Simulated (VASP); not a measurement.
Computed with LDA (Ceperley-Alder, Perdew-Zunger), VASP's LDA PAW potentials (set 64) (plane waves; VASP).

Input for VASP

File POSCAR:
```
HgTe
1
    0.0000000000     3.2239852849     3.2239852849
    3.2239852849     0.0000000000     3.2239852849
    3.2239852849     3.2239852849     0.0000000000
Hg Te
1 1
Direct
  0.0000000000   0.0000000000   0.0000000000
  0.2500000000   0.2500000000   0.2500000000
```

KPOINTS:
```
K-points
0
gamma
 9 9 9
```

INCAR:
```
SYSTEM = HgTe
PREC = Accurate
ENCUT = 530
EDIFF = 1E-7
NELM = 100
ALGO = Normal
LREAL = .FALSE.
LASPH = .TRUE.
ISMEAR = 1
SIGMA = 0.1
LMAXMIX = 6
LWAVE = .FALSE.
LCHARG = .FALSE.
IBRION = 6
ISIF = 3
NFREE = 2
POTIM = 0.015
NSW = 1
```

POTCAR, in this order: Hg Te (LDA.64 set). Program: vasp_std.

The resulting files:

File OSZICAR:
```
...
DAV:   3    -0.503563985506E+01    0.17154E-01   -0.36241E-02  5955   0.162E+00    0.229E-01
DAV:   4    -0.503556465386E+01    0.75201E-04   -0.39175E-03  6050   0.588E-01    0.115E-01
DAV:   5    -0.503553043841E+01    0.34215E-04   -0.80492E-05  6305   0.799E-02    0.495E-02
DAV:   6    -0.503553097960E+01   -0.54118E-06   -0.11516E-05  6020   0.294E-02    0.129E-02
DAV:   7    -0.503553118960E+01   -0.21000E-06   -0.51306E-07  5905   0.724E-03    0.276E-03
DAV:   8    -0.503553119722E+01   -0.76177E-08   -0.89218E-08  3520   0.255E-03
   9 F= -.50355312E+01 E0= -.50355956E+01  d E =0.193117E-03
       N       E                     dE             d eps       ncg     rms          rms(c)
DAV:   1    -0.507266125596E+01   -0.37130E-01   -0.13151E+00  5650   0.922E+00    0.850E-01
DAV:   2    -0.505214465441E+01    0.20517E-01   -0.26180E-02  5840   0.164E+00    0.390E-01
DAV:   3    -0.503886874529E+01    0.13276E-01   -0.15568E-02  5955   0.111E+00    0.149E-01
DAV:   4    -0.503681176371E+01    0.20570E-02   -0.28520E-03  6190   0.478E-01    0.733E-02
DAV:   5    -0.503585700316E+01    0.95476E-03   -0.38797E-04  6090   0.157E-01    0.250E-02
DAV:   6    -0.503566930308E+01    0.18770E-03   -0.62199E-05  6253   0.621E-02    0.816E-03
DAV:   7    -0.503556094744E+01    0.10836E-03   -0.68012E-06  6065   0.207E-02    0.412E-03
DAV:   8    -0.503554197220E+01    0.18975E-04   -0.97030E-07  6210   0.812E-03    0.187E-03
DAV:   9    -0.503553325969E+01    0.87125E-05   -0.68721E-08  2985   0.203E-03    0.562E-04
DAV:  10    -0.503553147848E+01    0.17812E-05   -0.13126E-08  2745   0.917E-04    0.338E-04
DAV:  11    -0.503553130362E+01    0.17485E-06   -0.26724E-09  2745   0.397E-04    0.123E-04
DAV:  12    -0.503553117214E+01    0.13148E-06   -0.74089E-10  2725   0.210E-04    0.221E-05
DAV:  13    -0.503553119953E+01   -0.27384E-07   -0.22660E-10  2750   0.113E-04
  10 F= -.50355312E+01 E0= -.50355956E+01  d E =0.193111E-03
       N       E                     dE             d eps       ncg     rms          rms(c)
DAV:   1    -0.509576026530E+01   -0.60229E-01   -0.14947E+00  5785   0.980E+00    0.138E+00
DAV:   2    -0.505279363365E+01    0.42967E-01   -0.52190E-02  5750   0.229E+00    0.580E-01
DAV:   3    -0.503562937518E+01    0.17164E-01   -0.36549E-02  5945   0.162E+00    0.231E-01
DAV:   4    -0.503556458603E+01    0.64789E-04   -0.39139E-03  6075   0.588E-01    0.113E-01
DAV:   5    -0.503552964743E+01    0.34939E-04   -0.89585E-05  6288   0.855E-02    0.433E-02
DAV:   6    -0.503553097355E+01   -0.13261E-05   -0.10302E-05  5910   0.307E-02    0.125E-02
DAV:   7    -0.503553118510E+01   -0.21155E-06   -0.40078E-07  6010   0.599E-03    0.276E-03
DAV:   8    -0.503553119377E+01   -0.86693E-08   -0.79327E-08  3435   0.239E-03
  11 F= -.50355312E+01 E0= -.50355956E+01  d E =0.193117E-03
       N       E                     dE             d eps       ncg     rms          rms(c)
DAV:   1    -0.506496076977E+01   -0.29430E-01   -0.12689E+00  5945   0.903E+00    0.862E-01
DAV:   2    -0.504668862761E+01    0.18272E-01   -0.25494E-02  5790   0.165E+00    0.391E-01
DAV:   3    -0.503651160601E+01    0.10177E-01   -0.15076E-02  5970   0.110E+00    0.154E-01
DAV:   4    -0.503567793683E+01    0.83367E-03   -0.29707E-03  6145   0.480E-01    0.748E-02
DAV:   5    -0.503553025953E+01    0.14768E-03   -0.37266E-04  6145   0.152E-01    0.251E-02
DAV:   6    -0.503552876244E+01    0.14971E-05   -0.60808E-05  6333   0.598E-02    0.682E-03
DAV:   7    -0.503553058396E+01   -0.18215E-05   -0.74926E-06  6105   0.218E-02    0.395E-03
DAV:   8    -0.503553114563E+01   -0.56167E-06   -0.99381E-07  6100   0.807E-03    0.187E-03
DAV:   9    -0.503553126788E+01   -0.12225E-06   -0.65977E-08  3010   0.201E-03    0.494E-04
DAV:  10    -0.503553127932E+01   -0.11441E-07   -0.13038E-08  2745   0.923E-04
  12 F= -.50355313E+01 E0= -.50355957E+01  d E =0.193112E-03
       N       E                     dE             d eps       ncg     rms          rms(c)
DAV:   1    -0.509583379646E+01   -0.60303E-01   -0.14438E+00  5910   0.956E+00    0.138E+00
DAV:   2    -0.505280607999E+01    0.43028E-01   -0.51357E-02  5710   0.229E+00    0.581E-01
DAV:   3    -0.503563804435E+01    0.17168E-01   -0.36520E-02  6055   0.162E+00    0.231E-01
DAV:   4    -0.503556566841E+01    0.72376E-04   -0.39071E-03  6050   0.588E-01    0.114E-01
DAV:   5    -0.503553018541E+01    0.35483E-04   -0.84219E-05  6325   0.823E-02    0.480E-02
DAV:   6    -0.503553098104E+01   -0.79563E-06   -0.11378E-05  5910   0.300E-02    0.128E-02
DAV:   7    -0.503553118622E+01   -0.20518E-06   -0.49425E-07  5955   0.692E-03    0.281E-03
DAV:   8    -0.503553119426E+01   -0.80418E-08   -0.80975E-08  3405   0.245E-03
  13 F= -.50355312E+01 E0= -.50355956E+01  d E =0.193118E-03
       N       E                     dE             d eps       ncg     rms          rms(c)
DAV:   1    -0.505430097469E+01   -0.18770E-01   -0.24491E+00  3510   0.117E+01    0.430E-01
DAV:   2    -0.504606383147E+01    0.82371E-02   -0.15670E-02  3645   0.131E+00    0.269E-01
DAV:   3    -0.503742515438E+01    0.86387E-02   -0.12496E-02  3615   0.103E+00    0.287E-02
DAV:   4    -0.503726448948E+01    0.16066E-03   -0.16632E-03  3890   0.407E-01    0.234E-02
DAV:   5    -0.503708039286E+01    0.18410E-03   -0.71124E-05  3763   0.630E-02    0.576E-03
DAV:   6    -0.503704449881E+01    0.35894E-04   -0.12281E-05  3835   0.206E-02    0.326E-03
DAV:   7    -0.503703289519E+01    0.11604E-04   -0.90260E-07  3797   0.699E-03    0.881E-04
DAV:   8    -0.503703108098E+01    0.18142E-05   -0.74123E-08  2018   0.178E-03    0.335E-04
DAV:   9    -0.503703049369E+01    0.58730E-06   -0.75298E-09  1710   0.633E-04    0.137E-04
DAV:  10    -0.503703032417E+01    0.16951E-06   -0.20293E-09  1660   0.332E-04    0.373E-05
DAV:  11    -0.503703031293E+01    0.11243E-07   -0.59511E-10  1685   0.189E-04
  14 F= -.50370303E+01 E0= -.50370988E+01  d E =0.205387E-03
       N       E                     dE             d eps       ncg     rms          rms(c)
DAV:   1    -0.503606384231E+01    0.96648E-03   -0.47275E+00  3260   0.146E+01    0.238E-01
DAV:   2    -0.503708552321E+01   -0.10217E-02   -0.11263E-02  3850   0.928E-01    0.112E-01
DAV:   3    -0.503703357844E+01    0.51945E-04   -0.17999E-04  3595   0.108E-01    0.564E-02
DAV:   4    -0.503703082415E+01    0.27543E-05   -0.34692E-05  3883   0.416E-02    0.136E-02
DAV:   5    -0.503703029421E+01    0.52994E-06   -0.50139E-06  3380   0.158E-02    0.473E-03
DAV:   6    -0.503703031434E+01   -0.20130E-07   -0.13402E-07  2914   0.286E-03
  15 F= -.50370303E+01 E0= -.50370988E+01  d E =0.205389E-03
       N       E                     dE             d eps       ncg     rms          rms(c)
DAV:   1    -0.503625440912E+01    0.77589E-03   -0.20024E+00  3250   0.101E+01    0.871E-02
DAV:   2    -0.503704294161E+01   -0.78853E-03   -0.85265E-03  3675   0.785E-01    0.421E-02
DAV:   3    -0.503703434992E+01    0.85917E-05   -0.69332E-05  3730   0.739E-02    0.238E-02
DAV:   4    -0.503703063365E+01    0.37163E-05   -0.13153E-05  3700   0.268E-02    0.703E-03
DAV:   5    -0.503703077012E+01   -0.13646E-06   -0.12786E-06  3598   0.783E-03    0.293E-03
DAV:   6    -0.503703076857E+01    0.15445E-08   -0.28105E-08  1990   0.143E-03
  16 F= -.50370308E+01 E0= -.50370992E+01  d E =0.205385E-03
       N       E                     dE             d eps       ncg     rms          rms(c)
DAV:   1    -0.503647576268E+01    0.55501E-03   -0.26140E-01  3255   0.264E+00    0.236E-01
DAV:   2    -0.503706559658E+01   -0.58983E-03   -0.75346E-03  3580   0.534E-01    0.105E-01
DAV:   3    -0.503703360170E+01    0.31995E-04   -0.11105E-04  3765   0.759E-02    0.432E-02
DAV:   4    -0.503703084287E+01    0.27588E-05   -0.10432E-05  3778   0.213E-02    0.825E-03
DAV:   5    -0.503703075919E+01    0.83671E-07   -0.73400E-07  3560   0.624E-03
  17 F= -.50370308E+01 E0= -.50370992E+01  d E =0.205388E-03
```

File OUTCAR:
```
------------------------ aborting loop because EDIFF is reached ----------------------------------------
  FORCE on cell =-STRESS in cart. coord.  units (eV):
  Direction    XX          YY          ZZ          XY          YZ          ZX
  --------------------------------------------------------------------------------------
  Total       -0.0075906     -0.0058673     -0.0058673      0.0000000      0.0834084      0.0000000
  in kB       -0.1814597     -0.1402625     -0.1402625      0.0000000      1.9939368      0.0000000
  external PRESSURE =      -0.1539949 kB  Pullay stress =       0.0000000 kB
  volume of cell :       67.02
      direct lattice vectors                 reciprocal lattice vectors
     0.000000000  3.223985285  3.223985285    -0.155087556  0.155087556  0.155087556
     3.223985285  0.000000000  3.223985285     0.155087556 -0.155087556  0.155087556
     3.223985285  3.223985285  0.000000000     0.155087556  0.155087556 -0.155087556
 POSITION                                       TOTAL-FORCE (eV/Angst)
 -----------------------------------------------------------------------------------
      0.00000      0.00000      0.00000        -0.058616      0.000000      0.000000
      1.59699      1.61199      1.61199         0.058616     -0.000000     -0.000000
 -----------------------------------------------------------------------------------
    total drift:                                0.000295     -0.000000     -0.000000
  FREE ENERGIE OF THE ION-ELECTRON SYSTEM (eV)
  ---------------------------------------------------
  free  energy   TOTEN  =        -5.0370307592 eV

  energy  without entropy=       -5.0372361475  energy(sigma->0) =       -5.03709922

   1 f  =    3.502020 THz    22.003841 2PiTHz  116.814815 cm-1    14.483185 meV
             X         Y         Z           dx          dy          dz
      0.000000  0.000000  0.000000    -0.624013    0.000000    0.000000
      1.611993  1.611993  1.611993     0.781414    0.000000    0.000000

   2 f  =    3.502020 THz    22.003841 2PiTHz  116.814815 cm-1    14.483185 meV
             X         Y         Z           dx          dy          dz
      0.000000  0.000000  0.000000     0.000000    0.000000   -0.624013
      1.611993  1.611993  1.611993     0.000000    0.000000    0.781414

   3 f  =    3.502020 THz    22.003841 2PiTHz  116.814815 cm-1    14.483185 meV
             X         Y         Z           dx          dy          dz
      0.000000  0.000000  0.000000     0.000000   -0.624013   -0.000000
      1.611993  1.611993  1.611993     0.000000    0.781414   -0.000000

   4 f/i=    0.002130 THz     0.013382 2PiTHz    0.071044 cm-1     0.008808 meV
             X         Y         Z           dx          dy          dz
      0.000000  0.000000  0.000000     0.000000   -0.761395    0.175743
      1.611993  1.611993  1.611993     0.000000   -0.608026    0.140343

   5 f/i=    0.002130 THz     0.013382 2PiTHz    0.071044 cm-1     0.008808 meV
             X         Y         Z           dx          dy          dz
      0.000000  0.000000  0.000000    -0.781414    0.000000    0.000000
      1.611993  1.611993  1.611993    -0.624013    0.000000    0.000000

   6 f/i=    0.002130 THz     0.013382 2PiTHz    0.071044 cm-1     0.008808 meV
             X         Y         Z           dx          dy          dz
      0.000000  0.000000  0.000000     0.000000   -0.175743   -0.761395
      1.611993  1.611993  1.611993     0.000000   -0.140343   -0.608026

 ELASTIC MODULI CONTR FROM IONIC RELAXATION (kBar)
 Direction    XX          YY          ZZ          XY          YZ          ZX
 --------------------------------------------------------------------------------
 XX          -0.0000     -0.0000      0.0000      0.0000     -0.0000      0.0000
 YY          -0.0000     -0.0000     -0.0000      0.0000      0.0000      0.0000
 ZZ           0.0000     -0.0000     -0.0000     -0.0000      0.0000      0.0000
 XY           0.0000      0.0000     -0.0000   -191.2535      0.0000      0.0000
 YZ          -0.0000      0.0000      0.0000      0.0000   -191.2535      0.0000
 ZX           0.0000      0.0000      0.0000      0.0000      0.0000   -191.2535
 --------------------------------------------------------------------------------

 TOTAL ELASTIC MODULI (kBar)
 Direction    XX          YY          ZZ          XY          YZ          ZX
 --------------------------------------------------------------------------------
 XX         582.5375    416.2065    416.2065      0.0000     -0.0000      0.0000
 YY         416.2065    582.5375    416.2065      0.0000      0.0000      0.0000
 ZZ         416.2065    416.2065    582.5375     -0.0000      0.0000      0.0000
 XY           0.0000      0.0000     -0.0000    221.7100      0.0000      0.0000
 YZ          -0.0000      0.0000      0.0000      0.0000    221.7100      0.0000
 ZX           0.0000      0.0000      0.0000      0.0000      0.0000    221.7100
 --------------------------------------------------------------------------------
```
(Selected blocks of OUTCAR.)

Finite-difference elastic constants of metals are sensitive to mesh and smearing; shear constants can be off by tens of GPa.

The structure comes from a computed database's HgTe entry (F-43m); how it stands against other phases isn't given here. It was relaxed first, which changed the volume by -6 %.
